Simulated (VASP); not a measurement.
```
As
1.0
    3.73005    -1.90983    -0.00269
    3.73005     1.90983    -0.00269
    2.75447     0.00000     3.15810
As
2
Direct
  0.22709   0.22709   0.22709
  0.77291   0.77291   0.77291
```

Calculation: PBE GGA, VASP's PBE PAW potentials (set 64) (plane waves; VASP). Settings: 530 eV cut-off, 10×10×10 Γ-centred mesh, first-order Methfessel-Paxton smearing of 0.10 eV, potentials As.

Tensors are in the Cartesian frame of the cell as typed. Finite-difference elastic constants of metals are sensitive to mesh and smearing; shear constants can be off by tens of GPa.

Question: Give the elastic stiffness tensor with the ions relaxed (GPa, in the frame of the cell).

Answer: 
|  | xx | yy | zz | yz | xz | xy |
|---|---|---|---|---|---|---|
| xx | 43.3 | 20.1 | 31.1 | 0.0 | -18.3 | 0.0 |
| yy | 20.1 | 119 | 53.4 | 0.0 | 6.0 | 0.0 |
| zz | 31.1 | 53.4 | 98.7 | 0.0 | -18.0 | 0.0 |
| yz | 0.0 | 0.0 | 0.0 | 43.6 | 0.0 | 10.4 |
| xz | -18.3 | 6.0 | -18.0 | 0.0 | 35.5 | 0.0 |
| xy | 0.0 | 0.0 | 0.0 | 10.4 | 0.0 | 23.0 |

Question: Predict the Hill bulk modulus, Hill shear modulus, Young's modulus, Poisson's ratio.

Answer: 
```yaml
hill_bulk_modulus: 42.0 GPa
hill_shear_modulus: 264 kbar
Young's modulus: 65.6 GPa
Poisson's ratio: 0.240
```

The compound is As in the a7 structure. It was relaxed first.
